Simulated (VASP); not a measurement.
Output of a VASP run:

OUTCAR:
```
 ion  position               nearest neighbor table
   1  0.000  0.000  0.000-   2 2.02   2 2.02   2 2.02   2 2.02   2 2.10   2 2.10
   2  0.500  0.500  0.500-   1 2.02   1 2.02   1 2.02   1 2.02   1 2.10   1 2.10
  LATTYP: Found a body centered tetragonal cell.
 ALAT       =     2.8578427668
 C/A-ratio  =     1.4731391275
 Subroutine PRICEL returns:
 Original cell was already a primitive cell.
 Subroutine GETGRP returns: Found 16 space group operations
The static configuration has the point symmetry D_4h.
The dynamic configuration has the point symmetry D_4h.
 Subroutine INISYM returns: Found 16 space group operations
 Subroutine IBZKPT returns following result:
 Found    102 irreducible k-points:

 Following reciprocal coordinates:
            Coordinates               Weight
  0.000000  0.000000  0.000000      1.000000
  0.100000  0.000000  0.000000      8.000000
  0.200000  0.000000  0.000000      8.000000
  0.300000  0.000000  0.000000      8.000000
  0.400000  0.000000  0.000000      8.000000
  0.500000  0.000000  0.000000      4.000000
  0.100000  0.100000  0.000000      4.000000
  0.200000  0.100000  0.000000     16.000000
  0.300000  0.100000  0.000000     16.000000
  0.400000  0.100000  0.000000     16.000000
  0.500000  0.100000  0.000000     16.000000
 -0.400000  0.100000 -0.000000     16.000000
 -0.300000  0.100000 -0.000000     16.000000
 -0.200000  0.100000 -0.000000     16.000000
 -0.100000  0.100000 -0.000000      8.000000
  0.200000  0.200000  0.000000      4.000000
  0.300000  0.200000  0.000000     16.000000
  0.400000  0.200000  0.000000     16.000000
  0.500000  0.200000  0.000000     16.000000
 -0.400000  0.200000 -0.000000     16.000000
 -0.300000  0.200000 -0.000000     16.000000
 -0.200000  0.200000 -0.000000      8.000000
  0.300000  0.300000  0.000000      4.000000
  0.400000  0.300000  0.000000     16.000000
  0.500000  0.300000  0.000000     16.000000
 -0.400000  0.300000 -0.000000     16.000000
 -0.300000  0.300000  0.000000      8.000000
  0.400000  0.400000  0.000000      4.000000
  0.500000  0.400000 -0.000000     16.000000
 -0.400000  0.400000 -0.000000      8.000000
  0.500000  0.500000  0.000000      2.000000
  0.000000  0.100000  0.100000      2.000000
  0.200000  0.100000  0.100000      4.000000
  0.300000  0.100000  0.100000      8.000000
  0.400000  0.100000  0.100000      8.000000
  0.500000  0.100000  0.100000      8.000000
 -0.400000  0.100000  0.100000      8.000000
 -0.300000  0.100000  0.100000      8.000000
 -0.200000  0.100000  0.100000      8.000000
 -0.100000  0.100000  0.100000      8.000000
   k-points           NKPTS =    102   k-points in BZ     NKDIM =    102   number of bands    NBANDS=      8
   number of dos      NEDOS =    301   number of ions     NIONS =      2
   total plane-waves  NPLWV =  13824
   dimension x,y,z NGX =    24 NGY =   24 NGZ =   24
   dimension x,y,z NGXF=    48 NGYF=   48 NGZF=   48
   ions per type =               1   1
   PREC   = accura    normal or accurate (medium, high low for compatibility)
   ISTART =      0    job   : 0-new  1-cont  2-samecut
   ICHARG =      2    charge: 1-file 2-atom 10-const
   ISPIN  =      1    spin polarized calculation?
   LNONCOLLINEAR =      F non collinear calculations
   LSORBIT =      F    spin-orbit coupling
   INIWAV =      1    electr: 0-lowe 1-rand  2-diag
   ENCUT  =  600.0 eV  44.10 Ry    6.64 a.u.   5.71  5.83  5.83*2*pi/ulx,y,z
   NELM   =    100;   NELMIN=  2; NELMDL= -5     # of ELM steps
   EDIFF  = 0.1E-06   stopping-criterion for ELM
   LREAL  =      F    real-space projection
   NLSPLINE    = F    spline interpolate recip. space projectors
   LMAXMIX     =    2 max onsite mixed and CHGCAR
   VOSKOWN=      0    Vosko Wilk Nusair interpolation
   EDIFFG = -.1E-01   stopping-criterion for IOM
   NSW    =     30    number of steps for IOM
   NBLOCK =      1;   KBLOCK =     30    inner block; outer block
...
```

File OSZICAR:
```
       N       E                     dE             d eps       ncg     rms          rms(c)
DAV:   1     0.157052741846E+02    0.15705E+02   -0.54133E+03  1928   0.102E+03
DAV:   2    -0.134722815695E+02   -0.29178E+02   -0.28352E+02  1912   0.154E+02
DAV:   3    -0.138546353178E+02   -0.38235E+00   -0.38235E+00  2136   0.196E+01
DAV:   4    -0.138553153826E+02   -0.68006E-03   -0.68006E-03  2288   0.745E-01
DAV:   5    -0.138553158127E+02   -0.43009E-06   -0.43009E-06  2224   0.121E-02    0.680E+00
DAV:   6    -0.124667538711E+02    0.13886E+01   -0.83413E+00  1632   0.209E+01    0.213E+00
DAV:   7    -0.124425447689E+02    0.24209E-01   -0.27372E-02  1800   0.226E+00    0.127E+00
DAV:   8    -0.124295160838E+02    0.13029E-01   -0.16238E-02  1840   0.202E+00    0.121E-01
DAV:   9    -0.124294752470E+02    0.40837E-04   -0.24279E-04  2344   0.143E-01    0.623E-02
DAV:  10    -0.124295130983E+02   -0.37851E-04   -0.36498E-05  1680   0.712E-02    0.330E-03
DAV:  11    -0.124295129960E+02    0.10238E-06   -0.13180E-06  2224   0.913E-03    0.132E-03
DAV:  12    -0.124295130694E+02   -0.73396E-07   -0.27963E-08  1056   0.216E-03
   1 F= -.12429513E+02 E0= -.12429513E+02  d E =-.124295E+02
```

File OUTCAR:
```
------------------------ aborting loop because EDIFF is reached ----------------------------------------
  FORCE on cell =-STRESS in cart. coord.  units (eV):
  Direction    XX          YY          ZZ          XY          YZ          ZX
  --------------------------------------------------------------------------------------
  Total        0.8277964      2.1578505      2.1578505      0.0000000      0.0000000     -0.0000000
  in kB       77.1445684    201.0958836    201.0958836      0.0000000      0.0000000     -0.0000000
  external PRESSURE =     159.7787785 kB  Pullay stress =       0.0000000 kB
  volume of cell :       17.19
      direct lattice vectors                 reciprocal lattice vectors
     0.000000000  2.020800000  2.020800000    -0.237529691  0.247426762  0.247426762
     2.105000000  0.000000000  2.020800000     0.237529691 -0.247426762  0.247426762
     2.105000000  2.020800000  0.000000000     0.237529691  0.247426762 -0.247426762
  FREE ENERGIE OF THE ION-ELECTRON SYSTEM (eV)
  ---------------------------------------------------
  free  energy   TOTEN  =       -12.4295130694 eV

  energy  without entropy=      -12.4295130694  energy(sigma->0) =      -12.42951307

 reached required accuracy - stopping structural energy minimisation
```
(Selected blocks of OUTCAR.)

**POSCAR**
```
MgO
1
    0.0000000000     2.0208000000     2.0208000000
    2.1050000000     0.0000000000     2.0208000000
    2.1050000000     2.0208000000     0.0000000000
Mg O
1 1
Direct
  0.0000000000   0.0000000000   0.0000000000
  0.5000000000   0.5000000000   0.5000000000
```

Problem. Reconstruct the remaining input files.

Solution. This is not unique; one that fits is the input of the run itself, PBEsol GGA, plane waves, VASP's PBE PAW potentials (set 64).

File KPOINTS:
```
Automatic mesh
0
Gamma
10 10 10
0 0 0
```

**INCAR**
```
! general
SYSTEM = MgO
PREC   = Accurate
ENCUT  = 600
LREAL  = .FALSE.
LASPH  = .TRUE.

! electronic loop
EDIFF  = 1E-7   ! SCF stop (eV)
NELM   = 100   ! most electronic steps
ALGO   = Normal   ! blocked Davidson

! smearing
ISMEAR = 0
SIGMA  = 0.05

! functional
GGA    = PS

! ions
IBRION = 2   ! conjugate gradients
NSW    = 30
ISIF   = 2
EDIFFG = -0.01   ! ionic stop

! output
LWAVE  = .FALSE.
LCHARG = .FALSE.
```

POTCAR, in this order: Mg O (PBE.64 set). Program: vasp_std.

The compound is MgO in the rock salt structure. This cell was strained or had an atom moved on purpose.
